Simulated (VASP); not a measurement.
# Band edges against the vacuum: BAs(110), part 3 of 3

Where do the bulk band edges lie against the vacuum outside BAs(110)?

VASP 6.6.1; r2SCAN; plane waves and PAW (B, As).

So far, gap on the k-mesh (eV): step 3 (band edges of the bulk) 1.39.

## Step 5: Potential and states of the slab

A static run writes the electrostatic potential without exchange and correlation (LVHAR), which is flat in the vacuum and gives the level to count from. The dipole correction cancels the field that unlike faces would set up across the vacuum.

File INCAR:

```
SYSTEM = BAs
PREC = Normal
ENCUT = 360
EDIFF = 1E-06
NELM = 120
ISMEAR = 0
SIGMA = 0.03
LREAL = Auto
ALGO = Normal
METAGGA = R2SCAN
LASPH = .TRUE.
NBANDS = 54
LORBIT = 11
LWAVE = .FALSE.
LCHARG = .TRUE.
KPAR = 4
IDIPOL = 3
LDIPOL = .TRUE.
DIPOL = 0.5 0.5 0.5
LVHAR = .TRUE.
LVACPOTAV = .TRUE.
NEDOS = 1500
```

File POSCAR:

```
BAs
1.0
    3.3846662958      0.0000000000      0.0000000000
    0.0000000000      4.7866409796      0.0000000000
    0.0000000000      0.0000000000     29.5386651831
B As
9 9
Direct
    0.0000000000      0.0503507514      0.2828919902
    0.5000000000      0.4909867203      0.3270696486
    0.0000000000      0.9933196639      0.3854088561
    0.5000000000      0.4919788309      0.4424558109
    0.0000000000      0.9925220422      0.5000000000
    0.5000000000      0.4919788309      0.5575441891
    0.0000000000      0.9933196639      0.6145911439
    0.5000000000      0.4909867203      0.6729303514
    0.0000000000      0.0503507514      0.7171080098
    0.0000000000      0.7366627382      0.3275225513
    0.5000000000      0.2586475703      0.2645779230
    0.0000000000      0.7423731241      0.4425632893
    0.5000000000      0.2429747830      0.3846915774
    0.0000000000      0.7423731241      0.5574367107
    0.5000000000      0.2428895935      0.5000000000
    0.0000000000      0.7366627382      0.6724774487
    0.5000000000      0.2429747830      0.6153084226
    0.5000000000      0.2586475703      0.7354220770
```

File KPOINTS:

```
Automatic mesh
0
Gamma
7 5 1
0 0 0
```

File KPOINTS_OPT:

```
Line mode
14
Line-mode
Reciprocal
  0.00000000   0.00000000   0.00000000 GAMMA
  0.50000000   0.00000000   0.00000000 X

  0.50000000   0.00000000   0.00000000 X
  0.50000000   0.50000000   0.00000000 S

  0.50000000   0.50000000   0.00000000 S
  0.00000000   0.50000000   0.00000000 Y

  0.00000000   0.50000000   0.00000000 Y
  0.00000000   0.00000000   0.00000000 GAMMA

  0.00000000   0.00000000   0.00000000 GAMMA
  0.50000000   0.50000000   0.00000000 S
```

Potentials, in the order of the species: B and As (PBE family, release 64).

On the command line:

```bash
$ mpirun -np 4 vasp_std
```

Log:

```text
[... set-up lines as in an earlier step ...]
 entering main loop
       N       E                     dE             d eps       ncg     rms          rms(c)
DAV:   1     0.218702769988E+03    0.21870E+03   -0.23123E+04  1296   0.819E+02
DAV:   2    -0.175833524311E+03   -0.39454E+03   -0.37813E+03  1722   0.185E+02
DAV:   3    -0.210045568993E+03   -0.34212E+02   -0.33671E+02  1584   0.578E+01
DAV:   4    -0.211030323627E+03   -0.98475E+00   -0.98093E+00  1832   0.995E+00
DAV:   5    -0.211054508746E+03   -0.24185E-01   -0.24166E-01  1794   0.143E+00    0.146E+01
DAV:   6    -0.197313321544E+03    0.13741E+02   -0.55304E+00  1506   0.804E+00    0.844E+00
DAV:   7    -0.197049782374E+03    0.26354E+00   -0.20418E+00  1688   0.452E+00    0.191E+00
DAV:   8    -0.197036190154E+03    0.13592E-01   -0.15991E-01  1664   0.154E+00    0.560E-01
DAV:   9    -0.197039779744E+03   -0.35896E-02   -0.17314E-02  1784   0.431E-01    0.377E-01
DAV:  10    -0.197044238228E+03   -0.44585E-02   -0.29766E-03  1496   0.206E-01    0.128E-01
DAV:  11    -0.197046325298E+03   -0.20871E-02   -0.13997E-03  1584   0.140E-01    0.479E-02
DAV:  12    -0.197047273271E+03   -0.94797E-03   -0.28053E-04  1648   0.535E-02    0.313E-02
DAV:  13    -0.197048535355E+03   -0.12621E-02   -0.40119E-04  1610   0.587E-02    0.191E-02
DAV:  14    -0.197048955891E+03   -0.42054E-03   -0.86106E-05  1680   0.284E-02    0.117E-02
DAV:  15    -0.197049280541E+03   -0.32465E-03   -0.49716E-05  1630   0.216E-02    0.446E-03
DAV:  16    -0.197049368441E+03   -0.87900E-04   -0.10766E-05  1456   0.994E-03    0.406E-03
DAV:  17    -0.197049420150E+03   -0.51709E-04   -0.10282E-05  1416   0.913E-03    0.240E-03
DAV:  18    -0.197049443307E+03   -0.23157E-04   -0.35738E-06  1298   0.694E-03    0.120E-03
DAV:  19    -0.197049462552E+03   -0.19245E-04   -0.30069E-06  1282   0.683E-03    0.137E-03
DAV:  20    -0.197049466092E+03   -0.35395E-05   -0.12761E-06  1168   0.554E-03    0.769E-04
DAV:  21    -0.197049470640E+03   -0.45484E-05   -0.43161E-07  1108   0.318E-03    0.300E-04
DAV:  22    -0.197049474554E+03   -0.39138E-05   -0.55561E-07  1224   0.326E-03    0.247E-04
DAV:  23    -0.197049475419E+03   -0.86566E-06   -0.13869E-07  1018   0.184E-03
 -----------------------------------------------------------------------------
|                                                                             |
|           W    W    AA    RRRRR   N    N  II  N    N   GGGG   !!!           |
|           W    W   A  A   R    R  NN   N  II  NN   N  G    G  !!!           |
|           W    W  A    A  R    R  N N  N  II  N N  N  G       !!!           |
|           W WW W  AAAAAA  RRRRR   N  N N  II  N  N N  G  GGG   !            |
|           WW  WW  A    A  R   R   N   NN  II  N   NN  G    G                |
|           W    W  A    A  R    R  N    N  II  N    N   GGGG   !!!           |
|                                                                             |
|     Did not find any points to average over, which means that no vacuum     |
|     field-free region was found. Please increase the size of  your cell     |
|     in the dimension of the dipole correction to obtain accurate            |
|     workfunction values.                                                    |
|                                                                             |
 -----------------------------------------------------------------------------

   1 F= -.19704948E+03 E0= -.19704948E+03  d E =-.122381E-10
 Start KPOINTS_OPT (optional k-point list driver)
k-point batch [1-12\70]
       N       E                     dE             ncg
DAV:   1    -0.155426835434E+03   -0.87633E+04     1296
DAV:   2    -0.480237381845E+04   -0.46469E+04     1712
DAV:   3    -0.521752245515E+04   -0.41515E+03     1544
DAV:   4    -0.522920452612E+04   -0.11682E+02     1824
DAV:   5    -0.522945500561E+04   -0.25048E+00     1706
DAV:   6    -0.522946509203E+04   -0.10086E-01     1864
DAV:   7    -0.522946543627E+04   -0.34424E-03     1712
DAV:   8    -0.522946545467E+04   -0.18405E-04     1808
DAV:   9    -0.522946545560E+04   -0.92604E-06     1224
[...]
k-point batch [61-70\70]
       N       E                     dE             ncg
DAV:   1     0.103177295251E+02   -0.15403E+05     1080
DAV:   2    -0.384360700424E+04   -0.38539E+04     1466
DAV:   3    -0.415728073643E+04   -0.31367E+03     1298
DAV:   4    -0.416478443430E+04   -0.75037E+01     1504
DAV:   5    -0.416496080165E+04   -0.17637E+00     1440
DAV:   6    -0.416496785221E+04   -0.70506E-02     1496
DAV:   7    -0.416496816940E+04   -0.31720E-03     1464
DAV:   8    -0.416496818492E+04   -0.15515E-04     1464
DAV:   9    -0.416496818567E+04   -0.75698E-06     1088
```

Run time: 6.1 min. Hardware: 4 MPI ranks of Intel Xeon Platinum 8488C (Sapphire Rapids), shared host; peak memory 1.6 GiB; 21 min of CPU time.

OUTCAR, selected parts (step 5):

```text
   NELECT =      72.0000    total number of electrons

 dipolmoment           0.000000      0.000000     -0.000000 electrons x Angstroem

 E-fermi :   0.5584

 k-point     1 :       0.0000    0.0000    0.0000
  band No.  band energies     occupation
    ...
     32      -0.1770      2.00000
     33       0.1074      2.00000
     34       0.1986      2.00000
     35       0.3426      2.00000
     36       0.4329      2.00000
     37       2.2065      0.00000
     38       2.4015      0.00000
     39       2.4686      0.00000
     40       2.8727      0.00000
     41       3.0314      0.00000
    ...

  Total       -2.4684066      0.6066530     -1.0261678      0.0000000      0.0000000      0.0000000
  in kB       -8.2639884      2.0310162     -3.4355114      0.0000000      0.0000000      0.0000000
  external PRESSURE =      -3.2228279 kB  Pullay stress =       0.0000000 kB

 POSITION                                       TOTAL-FORCE (eV/Angst)
 -----------------------------------------------------------------------------------
      0.00000      0.24101      8.35625        -0.000000      0.016714      0.003078
      1.69233      2.35018      9.66120        -0.000000      0.019829      0.014995
      0.00000      4.75466     11.38446         0.000000     -0.015688      0.019199
      1.69233      2.35493     13.06955        -0.000000     -0.000523     -0.001923
      0.00000      4.75085     14.76933        -0.000000      0.012695      0.000000
      1.69233      2.35493     16.46911        -0.000000     -0.000523      0.001923
      0.00000      4.75466     18.15420         0.000000     -0.015688     -0.019199
      1.69233      2.35018     19.87746         0.000000      0.019829     -0.014995
      0.00000      0.24101     21.18241        -0.000000      0.016714     -0.003078
      0.00000      3.52614      9.67458        -0.000000     -0.012595      0.019316
      1.69233      1.23805      7.81528        -0.000000     -0.016062      0.000519
      0.00000      3.55347     13.07273         0.000000     -0.000132      0.017343
      1.69233      1.16303     11.36328         0.000000      0.009501      0.027183
      0.00000      3.55347     16.46594         0.000000     -0.000132     -0.017343
      1.69233      1.16263     14.76933        -0.000000     -0.014787      0.000000
      0.00000      3.52614     19.86409        -0.000000     -0.012595     -0.019316
      1.69233      1.16303     18.17539         0.000000      0.009501     -0.027183
      1.69233      1.23805     21.72339        -0.000000     -0.016062     -0.000519
 -----------------------------------------------------------------------------------
    total drift:                                0.000000      0.139464      0.000013

  FREE ENERGIE OF THE ION-ELECTRON SYSTEM (eV)
  ---------------------------------------------------
  free  energy   TOTEN  =      -197.0494754194 eV

  energy  without entropy=     -197.0494754194  energy(sigma->0) =     -197.04947542

 vacuum level on the upper side and lower side of the slab         5.696         5.696

[... 8 parts as in an earlier step ...]

[... 9 further parts left out ...]
```

This step gave:

* electronic steps: 23
* Fermi energy: 0.5584 eV
* least gap on mesh and path: 0.5191 eV
* least direct gap on mesh and path: 1.744 eV
* vacuum levels: 5.696, 5.696 eV
* ionisation potentials of the upper and lower face: 5.263, 5.263 eV
* electron affinities of the upper and lower face: 4.744, 4.744 eV

The electronic bands at the labelled points (eV, zero at the valence-band top; v1 is the highest filled band, c1 the lowest empty one):

| point | v4 | v3 | v2 | v1 | c1 | c2 | c3 | c4 |
| --- | --- | --- | --- | --- | --- | --- | --- | --- |
| Γ | -0.33 | -0.23 | -0.09 | 0.00 | 1.77 | 1.97 | 2.04 | 2.44 |
| 0.46 of the way | -2.08 | -1.65 | -1.27 | -0.87 | 1.63 | 1.81 | 2.33 | 2.57 |
| X | -2.66 | -2.41 | -1.41 | -1.22 | 0.52 | 0.57 | 1.86 | 2.12 |
| 0.54 of the way | -2.39 | -2.24 | -1.24 | -1.08 | 0.98 | 1.10 | 2.86 | 2.89 |
| S | -1.95 | -1.90 | -1.15 | -0.95 | 1.25 | 1.46 | 3.54 | 3.70 |
| 0.46 of the way | -1.77 | -1.74 | -1.02 | -0.98 | 1.58 | 1.66 | 3.89 | 3.98 |
| Y | -1.81 | -1.74 | -1.09 | -1.04 | 1.17 | 1.30 | 2.41 | 2.90 |
| 0.54 of the way | -0.99 | -0.99 | -0.61 | -0.44 | 1.49 | 1.72 | 2.15 | 2.64 |
| Γ | -0.33 | -0.23 | -0.09 | 0.00 | 1.77 | 1.97 | 2.04 | 2.44 |
| 0.54 of the way | -1.78 | -1.56 | -1.02 | -0.90 | 1.41 | 1.57 | 2.94 | 3.08 |
| S | -1.95 | -1.90 | -1.15 | -0.95 | 1.25 | 1.46 | 3.54 | 3.70 |

Of the projections kept (B, As), the largest for each band there; the rest of the weight can lie on other orbitals:

| point | v4 | v3 | v2 | v1 | c1 | c2 | c3 | c4 |
| --- | --- | --- | --- | --- | --- | --- | --- | --- |
| Γ | As 0.66 | As 0.54 | As 0.63 | As 0.53 | B 0.57 | B 0.58 | B 0.57 | B 0.67 |
| X | As 0.60 | As 0.56 | As 0.74 | As 0.71 | B 0.78 | B 0.75 | As 0.51 | As 0.54 |
| S | As 0.58 | As 0.59 | As 0.72 | As 0.72 | B 0.81 | B 0.82 | As 0.51 | B 0.53 |
| Y | As 0.54 | As 0.54 | As 0.69 | As 0.69 | B 0.77 | B 0.78 | As 0.55 | As 0.51 |
| Γ | As 0.66 | As 0.54 | As 0.63 | As 0.53 | B 0.57 | B 0.58 | B 0.57 | B 0.67 |
| S | As 0.58 | As 0.59 | As 0.72 | As 0.72 | B 0.81 | B 0.82 | As 0.51 | B 0.53 |

The planar average of the electrostatic potential oscillates, so the rows of the table below give means over windows of 1.69 Å about each position, cut where the curve ends. Its maxima inside the range that stand out by 2 % of the span (Å: eV): 8.8: -3.14, 10.6: -2.32, 12.2: -2.21, 13.9: -2.28, 15.6: -2.28, 17.3: -2.21, 19.0: -2.32, 20.8: -3.14. Its minima: 8.1: -7.09, 9.5: -8.03, 11.2: -8.03, 13.2: -8.02, 15.0: -8.03, 16.4: -8.02, 18.4: -8.03, 20.0: -8.03, 21.4: -7.09.

Zero at the Fermi level. Table of planar average of the electrostatic potential by height; means over each step:

| height (Å) | planar average of the electrostatic potential (eV) |
| --- | --- |
| 0.84 | 5.14 |
| 2.54 | 5.14 |
| 4.23 | 5.14 |
| 5.92 | 4.81 |
| 7.61 | -3.21 |
| 9.30 | -6.06 |
| 10.99 | -5.94 |
| 12.68 | -5.94 |
| 14.37 | -5.97 |
| 16.05 | -5.96 |
| 17.75 | -5.93 |
| 19.44 | -5.94 |
| 21.12 | -5.18 |
| 22.82 | 2.30 |
| 24.51 | 5.11 |
| 26.20 | 5.14 |
| 27.89 | 5.14 |

Density of states in the PAW spheres, an atom over height of the layer and energy from the Fermi level.

Values in states/eV, 22 rows by 11 columns, each cell a mean:
```
0.006 0.041 0.005 0.001 0.002 0.001 0.002 0.001 0.005 0.041 0.006
0.004 0.003 0.005 0.008 0.010 0.011 0.010 0.008 0.005 0.003 0.004
0.073 0.050 0.047 0.041 0.028 0.022 0.028 0.041 0.047 0.050 0.073
0.194 0.117 0.107 0.083 0.077 0.077 0.077 0.083 0.107 0.117 0.194
0.703 0.277 0.173 0.116 0.108 0.104 0.108 0.116 0.173 0.277 0.703
0.399 0.168 0.117 0.138 0.153 0.129 0.153 0.138 0.117 0.168 0.399
0.354 0.172 0.214 0.254 0.222 0.285 0.222 0.254 0.214 0.172 0.354
0.327 0.166 0.209 0.208 0.235 0.206 0.235 0.208 0.209 0.166 0.327
0.464 0.256 0.323 0.328 0.339 0.331 0.339 0.328 0.323 0.256 0.464
0.307 0.211 0.236 0.258 0.258 0.292 0.258 0.258 0.236 0.211 0.307
0.271 0.219 0.299 0.323 0.332 0.297 0.332 0.323 0.299 0.219 0.271
0.253 0.197 0.309 0.322 0.303 0.296 0.303 0.322 0.309 0.197 0.253
0.136 0.124 0.218 0.269 0.253 0.250 0.253 0.269 0.218 0.124 0.136
0.220 0.215 0.305 0.268 0.268 0.283 0.268 0.268 0.305 0.215 0.220
0.190 0.189 0.236 0.232 0.209 0.224 0.209 0.232 0.236 0.189 0.190
0.146 0.159 0.211 0.207 0.249 0.259 0.249 0.207 0.211 0.159 0.146
0.076 0.088 0.117 0.132 0.164 0.144 0.164 0.132 0.117 0.088 0.076
0.101 0.109 0.116 0.104 0.107 0.113 0.107 0.104 0.116 0.109 0.101
0.120 0.130 0.125 0.089 0.093 0.105 0.093 0.089 0.125 0.130 0.120
0.079 0.116 0.098 0.079 0.052 0.052 0.052 0.079 0.098 0.116 0.079
0.139 0.197 0.192 0.147 0.135 0.120 0.135 0.147 0.192 0.197 0.139
0.165 0.222 0.205 0.210 0.163 0.115 0.163 0.210 0.205 0.222 0.165
```
Columns: height of the layer (Å) from 7.8 to 21.7 (not evenly spaced); rows upwards: energy from the Fermi level (eV) from -7.9 to 0.5.

Valence density in the cb plane at fractional x = 0.000, with atoms of B and As within 0.2 Å of it. It is the smooth field of the valence electrons, not physical close to the nuclei.

Ten even steps from '0' (-0.10 e/Å³) to '9' (0.85 e/Å³), each cell a mean:
```
11111111111111111111135898666786887656787787
11111111111111111111123699768877788768987789
11111111111111111111112476127754577305864468
11111111111111111111112355006532356204643346
11111111111111111111111246556422235656532235
11111111111111111111111134664211124565321123
11111111111111111111111122332211112332211112
11111111111111111111111111221111111121111111
11111111111111111111122221111122211111112211
11111111111111111111234432111223321111123321
11111111111111111111257642112245432111235532
11111111111111111111357553222467642212357753
11111111111111111111244576434575664333575675
```
Columns run along c (16.0 Å, from fractional 0.00 to 0.54 of the cell), rows up along b (4.8 Å). Atoms in or near the plane, at fractional coordinates: B at (0.28, 0.05), B at (0.39, 0.99), B at (0.50, 0.99), As at (0.33, 0.74), As at (0.44, 0.74).

Electrostatic potential energy in the cb plane at fractional x = 0.000, with atoms of B and As within 0.2 Å of it. With pseudopotentials it is smooth inside the atoms' cores, unlike the true potential.

Values in eV, 7 rows by 16 columns, each cell a mean:
```
  6   6   6   6   6   6   5   0 -15 -19 -12 -20 -13 -19 -15 -14
  6   6   6   6   6   6   5   4  -2 -28 -24  -1 -24 -28  -4 -11
  6   6   6   6   6   6   6   5   0 -29 -17   2 -16 -28   0  -4
  6   6   6   6   6   6   6   4   3  -1   0   3   1  -1   2   2
  6   6   6   6   6   6   5   4   2   3   3   2   3   3   3   3
  6   6   6   6   6   6   5   1 -14   0   2  -3   2   3  -2   0
  6   6   6   6   6   6   5  -6 -18  -5  -4 -20  -4   1 -15 -13
```
Columns run along c (16.0 Å, from fractional 0.00 to 0.54 of the cell; values clipped at the 3rd and 97th percentile), rows up along b (4.8 Å). Atoms in or near the plane, at fractional coordinates: B at (0.28, 0.05), B at (0.39, 0.99), B at (0.50, 0.99), As at (0.33, 0.74), As at (0.44, 0.74).

The map of layer states is cut here 0.5 eV above the Fermi level, so it leaves out the states above that.

The vacuum level lies 5.26 eV above the highest filled level at the upper face; both faces agree, as the slab has next to no dipole.

The program found no field-free point at its default tolerance, but its printed level agrees with the flat part of the planar average.

## Step 6: Lining up bulk and slab

This step: band edges against the vacuum, r2SCAN; plane waves and PAW (VASP 6.6.1).

No new run; the numbers come from the runs before.

Numbers from this step:

* ionisation energy: 5.195 eV
* offset spread: 0.03070 eV
* bulk gap: 1.387 eV
* slab gap: 0.5191 eV
* electron affinity: 3.808 eV
* buckling: 0.5410 Å
* tilt: 28.48 degree
* surface energy, relaxed: 1.598 J/m²

The averaged core potentials of the four middle atoms lie -5.455 eV from those of the bulk run. The bulk valence top (5.957 eV), moved by that offset, is taken from the upper vacuum level (5.696 eV).

## Step 7: Summary of results

```yaml
ionisation_energy: 5.19 eV
electron_affinity: 3.81 eV
buckling: 0.541 Å
surface_energy_relaxed: 1.60 J/m²
```

In words: The bulk valence-band top lies 5.19 eV below the vacuum of BAs(110), and the conduction-band bottom 3.81 eV. The top layer buckles by 0.54 Å, a tilt of 28°, with As outermost, as the anion takes the dangling-bond electrons and the cation flattens towards sp². The surface costs 1.60 J/m². The slab's least gap is 0.52 eV, against 1.39 eV in the bulk. Confinement widens it, surface states can narrow it, and the two gaps need not lie at the same wave vector; the faces' own affinities count to the slab's lowest empty state. The offsets of the four middle atoms spread by 0.03 eV; a shift common to all four would not show in it. The bulk edges are read on a mesh, so a band minimum between its points makes the gap too large and the affinity too small. One thickness was run. Semilocal band edges put the valence top too high and the gap too small. Spin-orbit coupling, left out here, would raise the valence top further.

Comparison with the measured values:

| quantity | measured | r2SCAN |
| --- | --- | --- |
| lattice constant a (Å) | 4.7741 | 4.787 (+0.3 %) |
| band gap (gap on the k-mesh) (eV) | 1.82 | 1.39 (-0.43 eV) |

Measured values from arxiv:1906.04101 (2019) and arxiv:1911.11281 (2019).

How well it matches: The lattice constant a is off by +0.3 %: good agreement. The band gap is off by -0.43 eV. Local and semilocal functionals usually give gaps below the measured ones. The computed gap is read on a k-mesh, which can miss the band edges. An optical gap can lie under the band gap by the exciton's binding. Zero-point and thermal motion shift the measured gap. The grades are ours: good and fair within 0.7 and 1.5 % for the lattice constant a. Zero-point motion and thermal expansion (measured at up to 100 K) are not in the computed lattice constants.

[Lines on the potential files, build, host, timing and source positions are cut from VASP's logs without a mark.]

[Logs are printed without paths, hosts, clocks, repeated set-up lines and the standing remarks that a program may print on its own settings, such as how far it seeks lower states.]

[Hosts, paths, dates, database ids (printed as entryN), source tags and the programs' standing remarks are cut or masked in the printed files.]

[Runs that stopped without an error message from VASP are left out.]
